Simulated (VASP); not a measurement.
Given:

```xyz
5
Lattice="6.0610 -2.0542 -0.0459 6.0610 2.0542 -0.0459 -1.3371 0.0000 3.9122" Properties=species:S:1:pos:R:3 pbc="T T T"
Ba     0.0000     0.0000     0.0000
Ni     1.9763     0.0000     3.0289
Ni     8.8086     0.0000     0.7913
As     7.0912     0.0000     2.4168
As     3.6937     0.0000     1.4035
```

Calculation: PBEsol GGA, VASP's PBE PAW potentials (set 64) (plane waves; VASP). Settings: 400 eV cut-off, 9×9×9 Γ-centred mesh, tetrahedra with Blöchl corrections, potentials Ba_sv Ni As.

The cores are frozen, which limits the accuracy of field gradients.

Give the principal components of the electric field gradient (V/Å²) and the asymmetry η at each nucleus.

```csv
atom,Vxx,Vyy,Vzz,η
Ba1,23.5,22.5,-46.0,0.02
Ni2,-9.8,-5.9,15.8,0.25
Ni3,-9.8,-5.9,15.8,0.25
As4,-38.8,-34.3,73.1,0.06
As5,-38.8,-34.3,73.1,0.06
```

The structure comes from a computed database's BaNi2As2 entry (C2/m); how it stands against other phases isn't given here. It was relaxed first. The run is not spin-polarised, so no magnetic state was tried.
